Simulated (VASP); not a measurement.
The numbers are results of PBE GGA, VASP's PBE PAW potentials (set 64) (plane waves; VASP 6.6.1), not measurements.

Input for VASP

INCAR:
```
! general
SYSTEM  = TiW3
PREC    = Accurate
ENCUT   = 300
LREAL   = .FALSE.
LASPH   = .TRUE.

! electronic loop
EDIFF   = 1E-6
NELM    = 100
ALGO    = Normal
LMAXMIX = 6

! smearing
ISMEAR  = 0
SIGMA   = 0.05

! functional
GGA     = PE

! ions
ISIF    = 2

! output
LWAVE   = .FALSE.
LCHARG  = .FALSE.
```

File KPOINTS:
```
Automatic mesh
0
gamma
  6 6 6
0 0 0
```

POSCAR:
```
TiW3
1
   -1.9137890000     1.9137890000     4.2628580000
    1.9137890000    -1.9137890000     4.2628580000
    1.9137890000     1.9137890000    -4.2628580000
W Ti
3 1
Direct
  0.5000000000   0.5000000000   0.0000000000
  0.7500000000   0.2500000000   0.5000000000
  0.2500000000   0.7500000000   0.5000000000
  0.0000000000   0.0000000000   0.0000000000
```

POTCAR, in this order: W_sv Ti_sv (PBE.64 set). Program: vasp_std.

At this cut-off the stress carries a Pulay error, which pulls relaxed volumes low. Unless said otherwise, spin-orbit coupling is left out, though it shifts the bands of the heavy elements here.

### Question
Estimate the energy per atom (σ→0), pressure, band gap (on the k-mesh).

### Answer

| Item | Value |
|---|---|
| energy per atom (σ→0) | -11351 meV/atom |
| band gap (on the k-mesh) | none (metal, semimetal or under 0.01 eV) |
| pressure | 12.18 GPa |

**OSZICAR**
```
...
DAV:  10    -0.454175637334E+02    0.57486E-01   -0.23063E-01  2776   0.263E+00    0.981E-01
DAV:  11    -0.454060885731E+02    0.11475E-01   -0.10336E-01  2600   0.162E+00    0.132E-01
DAV:  12    -0.454059976270E+02    0.90946E-04   -0.32238E-03  2352   0.465E-01    0.747E-02
DAV:  13    -0.454059973947E+02    0.23225E-06   -0.11294E-03  2536   0.214E-01    0.623E-02
DAV:  14    -0.454059324155E+02    0.64979E-04   -0.34549E-04  2728   0.982E-02    0.114E-02
DAV:  15    -0.454059322532E+02    0.16230E-06   -0.31637E-05  2712   0.283E-02    0.555E-03
DAV:  16    -0.454059317772E+02    0.47594E-06   -0.31961E-06  1768   0.101E-02
   1 F= -.45405932E+02 E0= -.45402928E+02  d E =-.600810E-02
```

The structure was generated: TiW3 was put into an ordered model structure, which need not be its known phase. The cell was not relaxed at this level. The k-mesh is coarse (spacing up to 0.39 per Å, 2π included), so the numbers may not be converged in it.
